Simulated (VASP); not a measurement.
Level of theory: PBE GGA with D3 dispersion (Becke-Johnson damping), VASP's PBE PAW potentials (set 64) (plane waves; VASP).

The input files of a VASP run:

KPOINTS:
```
k-points along high-symmetry lines
15
Line-mode
Reciprocal
  0.000000   0.000000   0.000000 ! GAMMA
 -0.500000  -0.500000   0.000000 ! X

 -0.500000  -0.500000   0.000000 ! X
 -0.375000  -0.375000   0.250000 ! U

 -0.375000   0.000000   0.375000 ! K
  0.000000   0.000000   0.000000 ! GAMMA

  0.000000   0.000000   0.000000 ! GAMMA
  0.000000   0.000000   0.500000 ! L

  0.000000   0.000000   0.500000 ! L
 -0.500000  -0.250000   0.250000 ! W

 -0.500000  -0.250000   0.250000 ! W
 -0.500000  -0.500000   0.000000 ! X
```

### INCAR
```
! general
SYSTEM   =  GaAs
PREC     =  Accurate
ENCUT    =  400
LREAL    =  F
LASPH    =  T
ICHARG   =  11

! electronic loop
EDIFF    =  1E-7
NELM     =  100
ALGO     =  Normal
LMAXMIX  =  4

! smearing
ISMEAR   =  0
SIGMA    =  0.05

! functional
GGA      =  PE
IVDW     =  12

! output
LWAVE    =  F
LCHARG   =  F
LORBIT   =  11
```

File POSCAR:
```
GaAs
1
   -0.0000000000     2.8373865077     2.8373865077
    2.8373865077     0.0000000000     2.8373865077
    2.8373865077     2.8373865077    -0.0000000000
Ga As
1 1
Direct
  0.0000000000   0.0000000000   0.0000000000
  0.2500000000   0.2500000000   0.2500000000
```

POTCAR, in this order: Ga_d As (PBE.64 set). Program: vasp_std. Read from the step before: CHGCAR.

The run wrote:

### OSZICAR
```
       N       E                     dE             d eps       ncg     rms          rms(c)
DAV:   1     0.747869396488E+02    0.74787E+02   -0.82777E+03  2348   0.164E+03
DAV:   2    -0.106131632070E+01   -0.75848E+02   -0.73107E+02  2585   0.292E+02
DAV:   3    -0.661460348575E+01   -0.55533E+01   -0.54459E+01  2880   0.686E+01
DAV:   4    -0.670775727316E+01   -0.93154E-01   -0.93092E-01  2750   0.985E+00
DAV:   5    -0.670934045562E+01   -0.15832E-02   -0.15830E-02  2825   0.110E+00
DAV:   6    -0.670941059041E+01   -0.70135E-04   -0.70134E-04  3277   0.204E-01
DAV:   7    -0.670941156695E+01   -0.97654E-06   -0.97667E-06  2897   0.187E-02
DAV:   8    -0.670941160653E+01   -0.39585E-07   -0.39379E-07  2236   0.302E-03
   1 F= -.73513427E+01 E0= -.73513427E+01  d E =-.179828E-10
```

### OUTCAR
```
 val. band max:        3.8273722078   @ k =   0.0000   0.0000   0.0000

 cond. band min:       4.2635855097   @ k =   0.0000   0.0000   0.0000



 k-point     1 :       0.0000    0.0000    0.0000
  band No.  band energies     occupation
      1     -10.9590      2.00000
      2     -10.9590      2.00000
      3     -10.9590      2.00000
      4     -10.8826      2.00000
      5     -10.8826      2.00000
      6      -8.8186      2.00000
      7       3.8274      2.00000
      8       3.8274      2.00000
      9       3.8274      2.00000
     10       4.2636      0.00000
     11       7.5538      0.00000
     12       7.5538      0.00000
     13       7.5538      0.00000

 k-point     2 :      -0.0357   -0.0357    0.0000
  band No.  band energies     occupation
      1     -10.9608      2.00000
      2     -10.9585      2.00000
      3     -10.9585      2.00000
      4     -10.8828      2.00000
      5     -10.8824      2.00000
      6      -8.7988      2.00000
      7       3.3702      2.00000
      8       3.7609      2.00000
      9       3.7609      2.00000
     10       4.7173      0.00000
     11       7.4801      0.00000
     12       7.6449      0.00000
     13       7.6449      0.00000

 k-point     3 :      -0.0714   -0.0714    0.0000
  band No.  band energies     occupation
      1     -10.9661      2.00000
      2     -10.9567      2.00000
      3     -10.9567      2.00000
      4     -10.8833      2.00000
      5     -10.8820      2.00000
      6      -8.7396      2.00000
      7       2.7524      2.00000
      8       3.5800      2.00000
      9       3.5800      2.00000
     10       5.3179      0.00000
     11       7.2872      0.00000
     12       7.8996      0.00000
     13       7.8996      0.00000

 k-point     4 :      -0.1071   -0.1071    0.0000
  band No.  band energies     occupation
      1     -10.9742      2.00000
      2     -10.9539      2.00000
      3     -10.9539      2.00000
      4     -10.8843      2.00000
...
```

The density is held fixed in this step, so its total energy and stress have no physical meaning.

The structure comes from a measured GaAs entry (F-43m) of the Crystallography Open Database, whose conditions weren't checked. It was relaxed first.
